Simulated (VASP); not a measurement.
A convergence study with VASP on Sc (space group no. 194 when undisturbed): a few settings are varied, all else stays as given below, so the limit is that of these other settings. One atom is moved off its site, so that forces are finite.

```yaml
crystal:
  lattice:
    - [1.65996, -2.87514, 0.00000]
    - [1.65996, 2.87514, 0.00000]
    - [0.00000, 0.00000, 5.28581]
  atoms:
    - { symbol: Sc, position: [0.33333, 0.66667, 0.25946] }
    - { symbol: Sc, position: [0.66667, 0.33333, 0.75000] }
```

Computed with PBE GGA, VASP's PBE PAW potentials (set 64) (plane waves; VASP 6.6.1). The last row used: 300 eV cut-off, 21×21×12 Γ-centred mesh, tetrahedra with Blöchl corrections, potentials Sc_sv.

```csv
setting,E (eV/atom),pressure (GPa),largest force (eV/Å),irreducible k-points
5×5×3 mesh,-6.2261,-1.26,0.187,12
6×6×3 mesh,-6.2376,-1.71,0.170,17
7×7×4 mesh,-6.2462,-1.63,0.161,28
9×9×5 mesh,…,…,…,50
11×11×6 mesh,-6.2416,-1.60,0.175,84
14×14×8 mesh,-6.2417,-1.61,0.180,168
17×17×10 mesh,-6.2417,-1.61,…,294
21×21×12 mesh,-6.2417,-1.61,0.180,521
```

What belongs in the gaps?

- 17×17×10 mesh, largest force (eV/Å): 0.181
- 9×9×5 mesh, E (eV/atom): -6.2415
- 9×9×5 mesh, pressure (GPa): -1.58
- 9×9×5 mesh, largest force (eV/Å): 0.174

Left out are rungs that failed or repeat a setting and relaxations that didn't move; long series are thinned to 24 rows.

The structure is a typed Sc crystal (space group no. 194). The cell was not relaxed at this level, it is distorted from the ideal structure.
